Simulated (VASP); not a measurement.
Input:

```yaml
crystal:
  lattice:
    - [4.17202, 0.00000, 0.00000]
    - [-2.08601, 3.61308, 0.00000]
    - [0.00000, 0.00000, 2.46601]
  atoms:
    - { symbol: Mn, position: [0.00000, 0.00000, 0.00000], spin: 2.1 }
    - { symbol: Si, position: [0.33333, 0.66667, 0.50000] }
    - { symbol: Si, position: [0.66667, 0.33333, 0.50000] }
```

The numbers are results of PBEsol GGA, VASP's PBE PAW potentials (set 64) (plane waves; VASP), not measurements. Settings: 400 eV cut-off, 10×10×14 Γ-centred mesh, tetrahedra with Blöchl corrections, potentials Mn_pv Si.

The moments were started parallel, and other spin orders were not tried in this run.

### Question
What does the run give for the cell moment, energy per atom (σ→0), band gap (on the k-mesh) with the smallest direct gap where there is one?

### Answer

```
Quantity                                                     Value
------------------------  ----------------------------------------
band gap (on the k-mesh)  none (metal, semimetal or under 0.01 eV)
cell moment                                                1.91 μB
energy per atom (σ→0)                               -6.939 eV/atom
```

### Question
Give the moment on each site (PAW-sphere projection).

### Answer

| site | moment (μB) |
|---|---|
| Mn1 | 1.96 |
| Si2 | -0.01 |
| Si3 | -0.01 |

The absolute energy has meaning only against runs of the same code, potentials and settings.

The structure was generated: MnSi2 was put into the AlB2 type (P6/mmm), which need not be its known phase. It was relaxed first, which changed the volume by -47 %.
